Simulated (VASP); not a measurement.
The input files of a VASP run:

### POSCAR
```
BeTe
1
    0.0000000000     2.8636005108     2.8636005108
    2.8636005108     0.0000000000     2.8636005108
    2.8636005108     2.8636005108     0.0000000000
Be Te
1 1
Direct
  0.0000000000   0.0000000000   0.0000000000
  0.2500000000   0.2500000000   0.2500000000
```

### INCAR
```
# general
SYSTEM   = BeTe
PREC     = Accurate
ENCUT    = 520
LREAL    = .FALSE.
LASPH    = .TRUE.

# electronic loop
EDIFF    = 1E-7
NELM     = 100
ALGO     = Normal
LMAXMIX  = 4

# smearing
ISMEAR   = 0
SIGMA    = 0.05

# functional
GGA      = BO
LUSE_VDW = .TRUE.
AGGAC    = 0.0
PARAM1   = 0.1833333333
PARAM2   = 0.22

# ions
ISIF     = 2

# output
LWAVE    = .FALSE.
LCHARG   = .FALSE.
```

File KPOINTS:
```
Automatic mesh
0
Gamma
8 8 8
0 0 0
```

POTCAR, in this order: Be Te (PBE.64 set). Program: vasp_std.

Problem. Write an equivalent input for Quantum ESPRESSO's pw.x.

Solution. One equivalent input (not run):
```
&CONTROL
  calculation = 'scf'
  pseudo_dir = './pseudo'
  outdir = './out'
  tprnfor = .true.
  tstress = .true.
/
&SYSTEM
  ibrav = 0
  nat = 2
  ntyp = 2
  ecutwfc = 88
  occupations = 'smearing'
  smearing = 'gaussian'
  degauss = 0.003675
  input_dft = 'vdw-df-obk8'
/
&ELECTRONS
  conv_thr = 7.3e-09
  electron_maxstep = 100
/
ATOMIC_SPECIES
  Be 9.012 Be.upf
  Te 127.600 Te.upf
CELL_PARAMETERS angstrom
     0.0000000    2.8636005    2.8636005
     2.8636005    0.0000000    2.8636005
     2.8636005    2.8636005    0.0000000
ATOMIC_POSITIONS crystal
  Be   0.0000000  0.0000000  0.0000000
  Te   0.2500000  0.2500000  0.2500000
K_POINTS automatic
  8 8 8 0 0 0
```
Limits of the translation: the potentials are each code's own (VASP's PAW set, PseudoDojo norm-conserving files in pw.x), so ENCUT and ecutwfc are chosen apart and not converted; conv_thr bounds pw.x's estimated SCF error, while EDIFF bounds the energy change between steps.

The compound is BeTe in the zinc blende structure. This cell is one point of a volume scan, at 1.03 of the reference volume.
